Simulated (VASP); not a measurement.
# CuI: a GW gap and what it depends on

How far does the GW correction to the gap of CuI depend on the settings? The starting structure is a measured crystal structure from the Crystallography Open Database. Cell and atoms stay as given.

Program: VASP 6.6.1. Level of theory: GW on LDA orbitals, with plane waves and PAW data sets made for GW. Results are calculated unless marked as measured.

The database entry behind the starting cell differs from later determinations by our own check (about 0.4 % short), so it need not match the best structure at ambient conditions.

## 1. Starting point

Symmetry: F-43m, No. 216, cubic system. The conventional cell has a = 6.032 Å, b = 6.032 Å, c = 6.032 Å, α = 90.00°, β = 90.00°, γ = 90.00°. I has 4 Cu at 2.61 Å nearest. Cu has 4 I at 2.61 Å nearest. Farther neighbours and most contacts between anions are not listed.

## 2. G0W0 (response cutoff 100 eV, 4×4×4 mesh)

It reads the orbitals and their derivatives (WAVECAR and WAVEDER) of a run with the empty bands, which follows a ground-state run; neither is shown.

INCAR

```
SYSTEM = CuI
PREC = Accurate
ENCUT = 440
ISMEAR = 0
SIGMA = 0.01
LREAL = .FALSE.
GGA = CA
NBANDS = 128
LASPH = .TRUE.
ALGO = EVGW0
NELMGW = 1
ENCUTGW = 100
NOMEGA = 40
PRECFOCK = Fast
NBANDSGW = 20
LWAVE = .FALSE.
LCHARG = .FALSE.
```

POSCAR

```
CuI
1.0
    0.0000000000      3.0160000000      3.0160000000
    3.0160000000      0.0000000000      3.0160000000
    3.0160000000      3.0160000000      0.0000000000
I Cu
1 1
Direct
    0.0000000000      0.0000000000      0.0000000000
    0.7500000000      0.7500000000      0.7500000000
```

KPOINTS

```
Automatic mesh
0
Gamma
4 4 4
0 0 0
```

The projector-augmented-wave data sets are I_GW and Cu_GW (LDA family, release 64).

The run is started by

```sh
$ mpirun -np 4 vasp_std
```

The program printed:

```text
[banner, memory and clock lines left out]
running    4 mpi-ranks, on    1 nodes
 distrk:  each k-point on    4 cores,    1 groups
 distr:  one band on    1 cores,    4 groups

 POSCAR found type information on POSCAR I Cu
 POSCAR found :  2 types and       2 ions
|                                                                             |
|           W    W    AA    RRRRR   N    N  II  N    N   GGGG   !!!           |
|           W    W   A  A   R    R  NN   N  II  NN   N  G    G  !!!           |
|           W    W  A    A  R    R  N N  N  II  N N  N  G       !!!           |
|           W WW W  AAAAAA  RRRRR   N  N N  II  N  N N  G  GGG   !            |
|           WW  WW  A    A  R   R   N   NN  II  N   NN  G    G                |
|           W    W  A    A  R    R  N    N  II  N    N   GGGG   !!!           |
|                                                                             |
|     The default for ENCUTGWSOFT is different in this version of VASP.       |
|     please manually set ENCUTGWSOFT =100 in the INCAR file.                 |
|                                                                             |

 LDA part: xc-table for (Slater(with rela. corr.)+CA(PZ))
 , standard interpolation
 found WAVECAR, reading the header
 POSCAR, INCAR and KPOINTS ok, starting setup
 FFT: planning ... GRIDC
 FFT: planning ... GRID_SOFT
 FFT: planning ... GRID
 reading WAVECAR
 the WAVECAR file was read successfully
 initial charge from wavefunction
 available memory per node:    114.16 GB, setting MAXMEM to    116904

 The Fermi energy was updated, please check that it is located mid-gap
 values below the HOMO (VB) or above the LUMO (CB) will cause erroneous energies
 E-fermi :   4.3636

 calculate exact exchange contribution
 the WAVEDER file was read successfully
energies w=
    0.000    0.000    0.415    0.000    0.828    0.000    1.236    0.000
    1.638    0.000    2.031    0.000    2.416    0.000    2.792    0.000
    3.160    0.000    3.520    0.000    3.874    0.000    4.223    0.000
    4.569    0.000    4.914    0.000    5.259    0.000    5.608    0.000
    5.962    0.000    6.325    0.000    6.699    0.000    7.088    0.000
    7.496    0.000    7.928    0.000    8.392    0.000    8.891    0.000
    9.437    0.000   10.041    0.000   10.717    0.000   11.485    0.000
   12.372    0.000   13.412    0.000   14.658    0.000   16.185    0.000
   18.105    0.000   20.603    0.000   23.988    0.000   28.836    0.000
   36.343    0.000   49.471    0.000   78.126    0.000  188.331    0.000
 responsefunction array rank=     140
 LDA part: xc-table for (Slater(with rela. corr.)+CA(PZ))
 , standard interpolation

 min. memory requirement per mpi rank    138.7 MB, per node    554.6 MB

 allocating  10 responsefunctions rank=   140
 shmem allocating  40 responsefunctions rank=   140
 response function shared by NCSHMEM nodes    1
 Doing           10  frequencies on each core in blocks of           40
NQ=   1    0.0000    0.0000    0.0000,
|.........|.........|.........|.........|.........|.........|.........|.........
 performed        178000 updates of chi_q(r,r)
 total number of BLAS operations         26.73 Gflops
NQ=   2    0.2500    0.0000    0.0000,
|.........|.........|.........|.........|.........|.........|.........|.........
 performed        499000 updates of chi_q(r,r)
 total number of BLAS operations         71.54 Gflops
NQ=   3    0.5000    0.0000    0.0000,
|.........|.........|.........|.........|.........|.........|.........|.........
 performed        779000 updates of chi_q(r,r)
 total number of BLAS operations        103.84 Gflops
NQ=   4    0.2500    0.2500    0.0000,
|.........|.........|.........|.........|.........|.........|.........|.........
 performed       1100000 updates of chi_q(r,r)
 total number of BLAS operations        144.02 Gflops
NQ=   5    0.5000    0.2500    0.0000,
|.........|.........|.........|.........|.........|.........|.........|.........
 performed       1534000 updates of chi_q(r,r)
 total number of BLAS operations        197.41 Gflops
NQ=   6   -0.2500    0.2500    0.0000,
|.........|.........|.........|.........|.........|.........|.........|.........
 performed       1927000 updates of chi_q(r,r)
 total number of BLAS operations        246.55 Gflops
NQ=   7    0.5000    0.5000    0.0000,
|.........|.........|.........|.........|.........|.........|.........|.........
 performed       2176000 updates of chi_q(r,r)
 total number of BLAS operations        273.43 Gflops
NQ=   8   -0.2500    0.5000    0.2500,
|.........|.........|.........|.........|.........|.........|.........|.........
 performed       2487000 updates of chi_q(r,r)
 total number of BLAS operations        306.93 Gflops
 resolving degeneracies of screened two electron integrals

 calculate QP shifts <psi_nk| G(iteration)W_0 |psi_nk>: iteration 1
 entering main loop
```

Run time: 58 s. Hardware: 4 MPI ranks of Intel Xeon 6975P-C (Granite Rapids), shared host; peak memory 0.76 GiB; 3 min of CPU time.

Lines that name or quote the potential files are left out of all logs, and their timing lines are given in words.

From OUTCAR (step 2):

```text
ion  position               nearest neighbor table
   1  0.000  0.000  0.000-   2 2.61   2 2.61   2 2.61   2 2.61
   2  0.750  0.750  0.750-   1 2.61   1 2.61   1 2.61   1 2.61

  LATTYP: Found a face centered cubic cell.
 ALAT       =     6.0320000000

 Subroutine GETGRP returns: Found 24 space group operations
 (whereof 24 operations were pure point group operations)

The static configuration has the point symmetry T_d .

 Found      8 irreducible k-points:

   k-points           NKPTS =      8   k-points in BZ     NKDIM =     64   number of bands    NBANDS=    128

   dimension x,y,z NGX =    30 NGY =   30 NGZ =   30
   dimension x,y,z NGXF=    60 NGYF=   60 NGZF=   60

   ENCUT  =  440.0 eV  32.34 Ry    5.69 a.u.   7.30  7.30  7.30*2*pi/ulx,y,z

   NELECT =      18.0000    total number of electrons

  energy-cutoff  :      440.00
  volume of cell :       54.87
      direct lattice vectors                 reciprocal lattice vectors
     0.000000000  3.016000000  3.016000000    -0.165782493  0.165782493  0.165782493
     3.016000000  0.000000000  3.016000000     0.165782493 -0.165782493  0.165782493
     3.016000000  3.016000000  0.000000000     0.165782493  0.165782493 -0.165782493

 k-points in reciprocal lattice and weights: Automatic mesh
   0.00000000  0.00000000  0.00000000       0.016
   0.25000000  0.00000000  0.00000000       0.125
   0.50000000  0.00000000  0.00000000       0.062
   0.25000000  0.25000000  0.00000000       0.094
   0.50000000  0.25000000  0.00000000       0.375
  -0.25000000  0.25000000  0.00000000       0.188
   0.50000000  0.50000000  0.00000000       0.047
  -0.25000000  0.50000000  0.25000000       0.094

 E-fermi :   4.3636

 QP shifts <psi_nk| G(iteration)W_0 |psi_nk>: iteration 1
 for sc-GW calculations column KS-energies equals QP-energies in previous step
 and V_xc(KS)=  KS-energies - (<T + V_ion + V_H > + <T+V_H+V_ion>^1  + <V_x>^1)
 k-point   1 :       0.0000    0.0000    0.0000
  band No.  KS-energies  QP-energies   sigma(KS)   V_xc(KS)     V^pw_x(r,r')   Z            occupation Imag(sigma)
    ...
      6       1.8775       1.2485     -20.0836     -19.0940     -28.3298       0.6357       2.0000       0.3143
      7       3.8650       3.3205     -17.7726     -17.0034     -22.6528       0.7078       2.0000       0.2008
      8       3.8650       3.3205     -17.7726     -17.0034     -22.6528       0.7078       2.0000       0.2008
      9       3.8650       3.3205     -17.7726     -17.0034     -22.6528       0.7078       2.0000       0.2008
     10       4.8622       5.6178      -8.8621      -9.8306      -5.0009       0.7801       0.0000      -0.0724
     11       8.7152       9.2125      -9.0403      -9.6905      -4.8214       0.7648       0.0000      -0.1202
     12       8.7152       9.2125      -9.0403      -9.6905      -4.8214       0.7648       0.0000      -0.1202
     13       8.7152       9.2125      -9.0403      -9.6905      -4.8214       0.7648       0.0000      -0.1202
    ...

 k-point   2 :       0.2500    0.0000    0.0000
  band No.  KS-energies  QP-energies   sigma(KS)   V_xc(KS)     V^pw_x(r,r')   Z            occupation Imag(sigma)
    ...
      6       1.8674       1.2428     -20.0377     -19.0537     -28.2803       0.6348       2.0000       0.3156
      7       2.4869       1.8997     -19.2871     -18.3940     -26.4539       0.6575       2.0000       0.2755
      8       3.4708       2.8972     -17.7491     -16.9299     -22.9442       0.7001       2.0000       0.2109
      9       3.4708       2.8972     -17.7491     -16.9299     -22.9442       0.7001       2.0000       0.2109
     10       6.0399       6.7380      -9.1649     -10.0650      -5.1941       0.7756       0.0000      -0.0859
     11       9.2761       9.8181      -9.1800      -9.8922      -4.9392       0.7610       0.0000      -0.1350
     12       9.2810       9.7920      -9.2321      -9.9045      -4.9513       0.7601       0.0000      -0.1336
     13       9.2810       9.7920      -9.2321      -9.9045      -4.9513       0.7601       0.0000      -0.1336
    ...

 k-point   3 :       0.5000    0.0000    0.0000
  band No.  KS-energies  QP-energies   sigma(KS)   V_xc(KS)     V^pw_x(r,r')   Z            occupation Imag(sigma)
    ...
      6       1.9049       1.2848     -20.1619     -19.1854     -28.4620       0.6350       2.0000       0.3168
      7       1.9513       1.3383     -19.9251     -18.9617     -28.1356       0.6363       2.0000       0.3238
      8       3.1147       2.5133     -17.7072     -16.8398     -23.1900       0.6933       2.0000       0.2216
      9       3.1147       2.5133     -17.7072     -16.8398     -23.1900       0.6933       2.0000       0.2216
     10       5.9182       6.5789      -9.3755     -10.2272      -5.5942       0.7756       0.0000      -0.0841
     11       9.2594       9.7303      -9.2598      -9.8777      -5.1647       0.7621       0.0000      -0.1311
     12       9.2594       9.7303      -9.2598      -9.8777      -5.1647       0.7621       0.0000      -0.1311
     13      11.1186      11.5002      -7.9897      -8.4928      -3.4075       0.7586       0.0000      -0.2233
    ...

 k-point   4 :       0.2500    0.2500    0.0000
  band No.  KS-energies  QP-energies   sigma(KS)   V_xc(KS)     V^pw_x(r,r')   Z            occupation Imag(sigma)
    ...
      6       1.9207       1.2931     -20.1970     -19.2117     -28.4997       0.6370       2.0000       0.3138
      7       2.6758       2.1199     -19.1662     -18.3309     -25.9877       0.6655       2.0000       0.2603
      8       2.9256       2.3224     -18.0502     -17.1678     -23.9667       0.6835       2.0000       0.2347
      9       2.9256       2.3224     -18.0502     -17.1678     -23.9667       0.6835       2.0000       0.2347
     10       7.0413       7.6751      -9.9887     -10.8179      -6.1109       0.7644       0.0000      -0.0962
     11       7.1332       7.6120      -8.5172      -9.1335      -4.6957       0.7769       0.0000      -0.0963
     12      10.6615      11.2228      -9.5602     -10.3061      -4.9566       0.7525       0.0000      -0.1856
     13      10.6615      11.2228      -9.5602     -10.3061      -4.9566       0.7525       0.0000      -0.1856
    ...

[... 4 further parts left out ...]
```

G0W0 (response cutoff 100 eV, 4×4×4 mesh): the quasiparticle gap on this mesh is 2.297 eV, +1.300 eV from the LDA gap on the same points, with 128 bands.

## 3. G0W0 (response cutoff 160 eV, 4×4×4 mesh)

It reads the orbitals and their derivatives (WAVECAR and WAVEDER) of a run with the empty bands, which follows a ground-state run; neither is shown.

Changes to INCAR since step 2:

```diff
@@ -7,3 +7,3 @@
 GGA = CA
-NBANDS = 128
+NBANDS = 256
 LASPH = .TRUE.
@@ -11,3 +11,3 @@
 NELMGW = 1
-ENCUTGW = 100
+ENCUTGW = 160
 NOMEGA = 40
```

POSCAR is that of step 2.

KPOINTS is that of step 2.

The run is started by

```sh
$ mpirun -np 4 vasp_std
```

The program printed:

```text
[banner, memory and clock lines left out]
running    4 mpi-ranks, on    1 nodes
[...]
|                                                                             |
|           W    W    AA    RRRRR   N    N  II  N    N   GGGG   !!!           |
|           W    W   A  A   R    R  NN   N  II  NN   N  G    G  !!!           |
|           W    W  A    A  R    R  N N  N  II  N N  N  G       !!!           |
|           W WW W  AAAAAA  RRRRR   N  N N  II  N  N N  G  GGG   !            |
|           WW  WW  A    A  R   R   N   NN  II  N   NN  G    G                |
|           W    W  A    A  R    R  N    N  II  N    N   GGGG   !!!           |
|                                                                             |
|     The default for ENCUTGWSOFT is different in this version of VASP.       |
|     please manually set ENCUTGWSOFT =160 in the INCAR file.                 |
|                                                                             |

 LDA part: xc-table for (Slater(with rela. corr.)+CA(PZ))
[...]
total number of BLAS operations        814.84 Gflops
NQ=   4    0.2500    0.2500    0.0000,
|.........|.........|.........|.........|.........|.........|.........|.........
 performed       2243000 updates of chi_q(r,r)
 total number of BLAS operations       1162.66 Gflops
NQ=   5    0.5000    0.2500    0.0000,
|.........|.........|.........|.........|.........|.........|.........|.........
 performed       3121000 updates of chi_q(r,r)
 total number of BLAS operations       1612.50 Gflops
NQ=   6   -0.2500    0.2500    0.0000,
|.........|.........|.........|.........|.........|.........|.........|.........
 performed       3917000 updates of chi_q(r,r)
 total number of BLAS operations       2030.12 Gflops
NQ=   7    0.5000    0.5000    0.0000,
|.........|.........|.........|.........|.........|.........|.........|.........
 performed       4426000 updates of chi_q(r,r)
 total number of BLAS operations       2293.25 Gflops
NQ=   8   -0.2500    0.5000    0.2500,
|.........|.........|.........|.........|.........|.........|.........|.........
 performed       5058000 updates of chi_q(r,r)
 total number of BLAS operations       2614.69 Gflops
 resolving degeneracies of screened two electron integrals

 calculate QP shifts <psi_nk| G(iteration)W_0 |psi_nk>: iteration 1
 entering main loop
[key lines of the parts left out:]
E-fermi :   4.3636
```

Run time: 2.2 min. Hardware: 4 MPI ranks; peak memory 1.1 GiB.

From OUTCAR (step 3):

```text
 QP shifts <psi_nk| G(iteration)W_0 |psi_nk>: iteration 1
 for sc-GW calculations column KS-energies equals QP-energies in previous step
 and V_xc(KS)=  KS-energies - (<T + V_ion + V_H > + <T+V_H+V_ion>^1  + <V_x>^1)
 k-point   1 :       0.0000    0.0000    0.0000
  band No.  KS-energies  QP-energies   sigma(KS)   V_xc(KS)     V^pw_x(r,r')   Z            occupation Imag(sigma)
    ...
      6       1.8775       1.2932     -20.0194     -19.0940     -28.3298       0.6314       2.0000      -0.1245
      7       3.8650       3.2650     -17.8561     -17.0034     -22.6528       0.7037       2.0000      -0.1652
      8       3.8650       3.2650     -17.8561     -17.0034     -22.6528       0.7037       2.0000      -0.1652
      9       3.8650       3.2650     -17.8561     -17.0034     -22.6528       0.7037       2.0000      -0.1652
     10       4.8622       5.4410      -9.0845      -9.8306      -5.0009       0.7757       0.0000      -0.2883
     11       8.7152       9.1029      -9.1811      -9.6905      -4.8214       0.7610       0.0000      -0.2082
     12       8.7152       9.1029      -9.1811      -9.6905      -4.8214       0.7610       0.0000      -0.2082
     13       8.7152       9.1029      -9.1811      -9.6905      -4.8214       0.7610       0.0000      -0.2082
    ...

[... 1 part as in an earlier step ...]

[... 2 further parts left out ...]
[key lines of the parts left out:]
E-fermi :   4.3636
```

G0W0 (response cutoff 160 eV, 4×4×4 mesh): the quasiparticle gap on this mesh is 2.176 eV, +1.179 eV from the LDA gap on the same points, with 256 bands.

## 4. G0W0 (response cutoff 240 eV, 4×4×4 mesh)

It reads the orbitals and their derivatives (WAVECAR and WAVEDER) of a run with the empty bands, which follows a ground-state run; neither is shown.

Changes to INCAR since step 3:

```diff
@@ -7,3 +7,3 @@
 GGA = CA
-NBANDS = 256
+NBANDS = 464
 LASPH = .TRUE.
@@ -11,3 +11,3 @@
 NELMGW = 1
-ENCUTGW = 160
+ENCUTGW = 240
 NOMEGA = 40
```

POSCAR is that of step 3.

KPOINTS is that of step 3.

The run is started by

```sh
$ mpirun -np 4 vasp_std
```

The program printed:

```text
[banner, memory and clock lines left out]
running    4 mpi-ranks, on    1 nodes
[...]
|                                                                             |
|           W    W    AA    RRRRR   N    N  II  N    N   GGGG   !!!           |
|           W    W   A  A   R    R  NN   N  II  NN   N  G    G  !!!           |
|           W    W  A    A  R    R  N N  N  II  N N  N  G       !!!           |
|           W WW W  AAAAAA  RRRRR   N  N N  II  N  N N  G  GGG   !            |
|           WW  WW  A    A  R   R   N   NN  II  N   NN  G    G                |
|           W    W  A    A  R    R  N    N  II  N    N   GGGG   !!!           |
|                                                                             |
|     The default for ENCUTGWSOFT is different in this version of VASP.       |
|     please manually set ENCUTGWSOFT =240 in the INCAR file.                 |
|                                                                             |

 LDA part: xc-table for (Slater(with rela. corr.)+CA(PZ))
[...]
total number of BLAS operations       5101.88 Gflops
NQ=   4    0.2500    0.2500    0.0000,
|.........|.........|.........|.........|.........|.........|.........|.........
 performed       4099000 updates of chi_q(r,r)
 total number of BLAS operations       7085.29 Gflops
NQ=   5    0.5000    0.2500    0.0000,
|.........|.........|.........|.........|.........|.........|.........|.........
 performed       5699000 updates of chi_q(r,r)
 total number of BLAS operations       9783.08 Gflops
NQ=   6   -0.2500    0.2500    0.0000,
|.........|.........|.........|.........|.........|.........|.........|.........
 performed       7151000 updates of chi_q(r,r)
 total number of BLAS operations      12273.47 Gflops
NQ=   7    0.5000    0.5000    0.0000,
|.........|.........|.........|.........|.........|.........|.........|.........
 performed       8083000 updates of chi_q(r,r)
 total number of BLAS operations      13907.35 Gflops
NQ=   8   -0.2500    0.5000    0.2500,
|.........|.........|.........|.........|.........|.........|.........|.........
 performed       9238000 updates of chi_q(r,r)
 total number of BLAS operations      15897.03 Gflops
 resolving degeneracies of screened two electron integrals

 calculate QP shifts <psi_nk| G(iteration)W_0 |psi_nk>: iteration 1
 entering main loop
[key lines of the parts left out:]
E-fermi :   4.3636
```

Wall time 5.8 min (4 MPI ranks); peak memory 2 GiB; 19 min of CPU time.

From OUTCAR (step 4):

```text
 QP shifts <psi_nk| G(iteration)W_0 |psi_nk>: iteration 1
 for sc-GW calculations column KS-energies equals QP-energies in previous step
 and V_xc(KS)=  KS-energies - (<T + V_ion + V_H > + <T+V_H+V_ion>^1  + <V_x>^1)
 k-point   1 :       0.0000    0.0000    0.0000
  band No.  KS-energies  QP-energies   sigma(KS)   V_xc(KS)     V^pw_x(r,r')   Z            occupation Imag(sigma)
    ...
      6       1.8775       1.2255     -20.1283     -19.0940     -28.3298       0.6304       2.0000      -0.2542
      7       3.8650       3.1717     -17.9903     -17.0034     -22.6528       0.7024       2.0000      -0.2537
      8       3.8650       3.1717     -17.9903     -17.0034     -22.6528       0.7024       2.0000      -0.2537
      9       3.8650       3.1717     -17.9903     -17.0034     -22.6528       0.7024       2.0000      -0.2537
     10       4.8622       5.3261      -9.2307      -9.8306      -5.0009       0.7733       0.0000      -0.2833
     11       8.7152       9.0418      -9.2614      -9.6905      -4.8214       0.7610       0.0000      -0.2607
     12       8.7152       9.0418      -9.2614      -9.6905      -4.8214       0.7610       0.0000      -0.2607
     13       8.7152       9.0418      -9.2614      -9.6905      -4.8214       0.7610       0.0000      -0.2607
    ...

[... 1 part as in an earlier step ...]

[... 2 further parts left out ...]
[key lines of the parts left out:]
E-fermi :   4.3636
```

G0W0 (response cutoff 240 eV, 4×4×4 mesh): the quasiparticle gap on this mesh is 2.154 eV, +1.157 eV from the LDA gap on the same points, with 464 bands.

(Continued in part 2 of 2.)

[Lines on the potential files, build, host, timing and source positions are cut from VASP's logs without a mark.]

[Logs are printed without paths, hosts, clocks, repeated set-up lines and the standing remarks that a program may print on its own settings, such as how far it seeks lower states.]

[Hosts, paths, dates, database ids (printed as entryN), source tags and the programs' standing remarks are cut or masked in the printed files.]
